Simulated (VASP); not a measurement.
Input for VASP

File POSCAR:
```
Ba
1
   -2.3870762066     2.3870762066     2.3870762066
    2.3870762066    -2.3870762066     2.3870762066
    2.3870762066     2.3870762066    -2.3870762066
Ba
1
Direct
  0.0000000000   0.0000000000   0.0000000000
```

**KPOINTS**
```
Regular mesh
0
G
11 11 11
0 0 0
```

INCAR:
```
! general
SYSTEM =Ba
PREC   =Accurate
ENCUT  =500
LREAL  =.False.   ! projection in real space or not
LASPH  =.True.   ! aspherical one-centre terms

! electronic loop
EDIFF  =1E-6   ! SCF stop (eV)
NELM   =100   ! most electronic steps
ALGO   =Normal   ! blocked Davidson
LMAXMIX=4

! smearing
ISMEAR =1   ! Methfessel-Paxton
SIGMA  =0.1

! ions
IBRION =2   ! conjugate gradients
NSW    =40
ISIF   =3   ! ions, shape and volume
EDIFFG =-0.02   ! ionic stop

! output
LWAVE  =.False.
LCHARG =.False.
```

POTCAR, in this order: Ba_sv (LDA.64 set). Program: vasp_std.

Q: Write an equivalent input for Quantum ESPRESSO's pw.x.

A: One equivalent input (not run):
```
&CONTROL
  calculation = 'vc-relax'
  pseudo_dir = './pseudo'
  outdir = './out'
  tprnfor = .true.
  tstress = .true.
  nstep = 40
  forc_conv_thr = 0.00078
/
&SYSTEM
  ibrav = 0
  nat = 1
  ntyp = 1
  ecutwfc = 56.6
  occupations = 'smearing'
  smearing = 'methfessel-paxton'
  degauss = 0.00735
  input_dft = 'pz'
/
&ELECTRONS
  conv_thr = 7.3e-08
  electron_maxstep = 100
/
&IONS
/
&CELL
/
ATOMIC_SPECIES
  Ba 137.327 Ba.upf
CELL_PARAMETERS angstrom
    -2.3870762    2.3870762    2.3870762
     2.3870762   -2.3870762    2.3870762
     2.3870762    2.3870762   -2.3870762
ATOMIC_POSITIONS crystal
  Ba   0.0000000  0.0000000  0.0000000
K_POINTS automatic
  11 11 11 0 0 0
```
Limits of the translation: the potentials are each code's own (VASP's PAW set, PseudoDojo norm-conserving files in pw.x), so ENCUT and ecutwfc are chosen apart and not converted; conv_thr bounds pw.x's estimated SCF error, while EDIFF bounds the energy change between steps; forc_conv_thr acts on force components and is met together with etot_conv_thr.

The compound is Ba in the bcc structure. It was relaxed first, which changed the volume by -14 %.
